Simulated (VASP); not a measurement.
An input for Ansatz (written as the equivalent of a VASP run, and not itself run):

Ansatz 0.2 input:
```yaml
crystal:
  lattice:
    - [0.0000000, 3.2760444, 3.2760444]
    - [3.2760444, 0.0000000, 3.2760444]
    - [3.2760444, 3.2760444, 0.0000000]
  atoms:
    - { symbol: Na, position: [0.2500000, 0.2500000, 0.2500000] }
    - { symbol: Na, position: [0.7500000, 0.7500000, 0.7500000] }
    - { symbol: S, position: [0.0000000, 0.0000000, 0.0000000] }
kpoints:
  mp_grid: { grid: [6, 6, 6] }
hamiltonian:
  xc: pbe
  pseudopotentials: { kind: paw }
scf:
  occupations: { method: gaussian, width: 0.05 }
  max_iter: 100
relax:
  max_steps: 40
  f_tol: 0.01
  cell: { p_target: 30 }
output: { forces: true, stress: true, eigenvalues: true }
```

**Question.** Translate this input to VASP (INCAR, KPOINTS, POSCAR, choice of POTCAR).

**Answer.** Several could match; the one computed here: 
**KPOINTS**
```
Regular mesh
0
gamma
6 6 6
```

### INCAR
```
ALGO = Normal
EDIFF = 1E-7
EDIFFG = -0.01
ENCUT = 480
GGA = PE
IBRION = 2
ISIF = 3
ISMEAR = 0
LASPH = .True.
LCHARG = .False.
LREAL = .False.
LWAVE = .False.
NELM = 100
NSW = 40
PREC = Accurate
PSTRESS = 300
SIGMA = 0.05
SYSTEM = Na2S
```

File POSCAR:
```
Na2S
1
    0.0000000000     3.2760444256     3.2760444256
    3.2760444256    -0.0000000000     3.2760444256
    3.2760444256     3.2760444256    -0.0000000000
Na S
2 1
Direct
  0.2500000000   0.2500000000   0.2500000000
  0.7500000000   0.7500000000   0.7500000000
  0.0000000000   0.0000000000   0.0000000000
```

POTCAR, in this order: Na_pv S (PBE.64 set). Program: vasp_std.

Limits of the translation: each code has its own PAW files, so the cut-off isn't converted (ENCUT is set for VASP's; basis.ecutwfc is left out, and Ansatz then takes the one that its files recommend); Ansatz stops its SCF on the density residual and VASP on the energy change (EDIFF).

The compound is Na2S in the antifluorite structure. This run relaxes it under an external pressure of 30 GPa. Symmetry was kept, so distortions that lower it aren't found.
